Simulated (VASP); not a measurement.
Consider the following.

```
SrVO3
1.0
    3.76161     0.00000     0.00000
    0.00000     3.76161     0.00000
    0.00000     0.00000     3.76161
Sr V O
1 1 3
Direct
  0.00000   0.00000   0.00000
  0.50000   0.50000   0.50000
  0.50000   0.00000   0.50000
  0.00000   0.50000   0.50000
  0.50000   0.50000   0.00000
```

These are PBE GGA with D4 dispersion, VASP's PBE PAW potentials (set 64) (plane waves; VASP) values and carry that method's errors. Run with 520 eV cut-off, 8×8×8 Γ-centred mesh, first-order Methfessel-Paxton smearing of 0.10 eV, potentials Sr_sv V_sv O.

Q: Give the stress tensor in GPa (positive for a compressed cell).

A: 
```
13.68   0.00   0.00
 0.00  13.68   0.00
 0.00   0.00  13.68
```
The pressure is its mean diagonal, 13.68 GPa.

The compound is SrVO3 in the cubic perovskite structure. This cell is one point of a volume scan, at 0.94 of the reference volume. The run is not spin-polarised, so no magnetic state was tried. The electron count is odd and the run is not spin-polarised, which forces a metal.
